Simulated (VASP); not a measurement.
```
CELL_PARAMETERS angstrom
      2.80592     0.00000     0.00000
      0.00000     2.80592     0.00000
      0.00000     0.00000     2.80592
ATOMIC_POSITIONS crystal
  Al 0.50000 0.50000 0.50000
  Ni 0.00000 0.00000 0.00000
```

Method: PBEsol GGA, VASP's PBE PAW potentials (set 64) (plane waves; VASP). Settings: 520 eV cut-off, 13×13×13 Γ-centred mesh, first-order Methfessel-Paxton smearing of 0.10 eV, potentials Al Ni.

**Question.** The job: NiAl (CsCl type), 2 atoms, PBEsol, static run, 520 eV, 13×13×13 Γ-centred mesh. Roughly how much core time does it take on a busy server core?

**Answer.** About 10 core-seconds (one run on a shared machine, a rough figure). It had 84 irreducible k-points, 10 bands, up to 619 plane waves and 14 electronic steps.

The compound is NiAl in the CsCl type structure. This cell is one point of a volume scan, at 0.94 of the reference volume.
